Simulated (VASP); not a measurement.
A convergence study with VASP on Eu (bcc): one setting is varied, all else stays as given below, so the limit is that of these other settings. Each run relaxes cell and ions from the cell shown. The basis is that of the starting cell, so low cut-offs carry a Pulay error.

```yaml
crystal:
  lattice:
    - [-2.29000, 2.29000, 2.29000]
    - [2.29000, -2.29000, 2.29000]
    - [2.29000, 2.29000, -2.29000]
  atoms:
    - { symbol: Eu, position: [0.00000, 0.00000, 0.00000] }
```

These are PBE GGA, VASP's PBE PAW potentials (set 64) (plane waves; VASP) values and carry that method's errors. The tightest run used: 700 eV cut-off, 10×10×10 Γ-centred mesh, first-order Methfessel-Paxton smearing of 0.10 eV, potentials Eu_2.

The 4f electrons are frozen in the core of the lanthanide potential, so 4f levels, which can set the real gap, and their magnetism are missing.

### Question
The settings run are ENCUT = 150; ENCUT = 200; ENCUT = 250; ENCUT = 300; ENCUT = 350; ENCUT = 400; ENCUT = 450; ENCUT = 500; ENCUT = 550; ENCUT = 600; ENCUT = 650; ENCUT = 700. From which on does the relaxed volume stay within 0.02 Å³/atom of the tightest run?…

### Answer
From ENCUT = 300 on: it is off by 0.003 there and by no more than 0.02 in any finer run, while ENCUT = 250 is off by 0.049.
```
setting      relaxed volume (Å³/atom)  E (eV/atom)  plane waves  difference judged (Å³/atom)
-----------  ------------------------  -----------  -----------  ---------------------------
ENCUT = 150                    43.675      -1.8578          212                        0.550
ENCUT = 200                    44.205      -1.8590          321                        0.020
ENCUT = 250                    44.176      -1.8600          445                        0.049
ENCUT = 300                    44.222      -1.8600          586                        0.003
ENCUT = 350                    44.212      -1.8602          727                        0.013
ENCUT = 400                    44.222      -1.8602          901                        0.004
ENCUT = 450                    44.225      -1.8602         1055                        0.000
ENCUT = 500                    44.226      -1.8603         1264                        0.000
ENCUT = 550                    44.226      -1.8602         1435                        0.001
ENCUT = 600                    44.226      -1.8602         1638                        0.000
ENCUT = 650                    44.226      -1.8602         1865                        0.000
ENCUT = 700                    44.226      -1.8602         2038                        0.000
```

Left out are rungs that failed or repeat a setting and relaxations that didn't move; long series are thinned to 24 rows.

The compound is Eu in the bcc structure.
